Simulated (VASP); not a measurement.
Input:

```xyz
2
Lattice="2.9000 0.0000 0.0000 0.0000 2.9000 0.0000 0.0000 0.0000 2.9000" Properties=species:S:1:pos:R:3 pbc="T T T"
Mn     0.0000     0.0000     0.0000
V      1.4500     1.4500     1.4500
```
Starting moments (μB, in the order of the record's atoms Mn V): 4.0 2.0.

Level of theory: PBEsol GGA, VASP's PBE PAW potentials (set 64) (plane waves; VASP). Run with 400 eV cut-off, 11×11×11 Γ-centred mesh, first-order Methfessel-Paxton smearing of 0.10 eV, potentials Mn_pv V_sv.

Energy and stress use the plane-wave basis of the starting cell. The moments were started parallel, and other spin orders were not tried in this run.

### Question
The ions, cell shape and volume are relaxed. Which structure does the run end with?

### Answer

```xyz
2
Lattice="2.8322 0.0000 0.0000 0.0000 2.8322 0.0000 0.0000 0.0000 2.8322" Properties=species:S:1:pos:R:3 pbc="T T T"
Mn     0.0000     0.0000     0.0000
V      1.4161     1.4161     1.4161
```
Space group Pm-3m (221), at a tolerance of 0.03 Å. The cell ends with 0.00 μB, on the sites 0.00 0.00 μB.

### Question
How do energy and volume change from the first to the last step?

### Answer
The energy (σ→0) changes by -46.3 meV/atom and the volume by -6.9 %, in 7 ionic steps.

The structure comes from a measured MnV entry (Pm-3m) of the Crystallography Open Database, whose conditions weren't checked. This run relaxes it. Symmetry was kept, so distortions that lower it aren't found.
